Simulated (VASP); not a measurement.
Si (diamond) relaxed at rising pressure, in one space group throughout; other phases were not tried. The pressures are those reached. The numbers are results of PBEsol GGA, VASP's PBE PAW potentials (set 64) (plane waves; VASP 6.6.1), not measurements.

```csv
P (GPa),V (Å³/atom),k-mesh
0.01,20.075,8×8×8
4.96,19.139,9×9×9
9.96,18.382,9×9×9
19.97,17.202,9×9×9
29.99,16.300,12×12×12
```

A change of mesh leaves a small step in the series.

Question: Fit an equation of state and predict the volume at 44.91 GPa.

Answer: Least squares on the third-order Birch-Murnaghan form, P = (3B0/2)(y⁷ − y⁵)[1 + (3/4)(B′ − 4)(y² − 1)] with y = (V0/V)^(1/3), gives V0 = 20.075 Å³/atom, B0 = 95 GPa and B′ = 4.0, and so 15.271 Å³/atom. The run gave 15.258 Å³/atom, -0.1 % from the fit.

Pressures at which the relaxation failed are left out.

The compound is Si in the diamond structure.
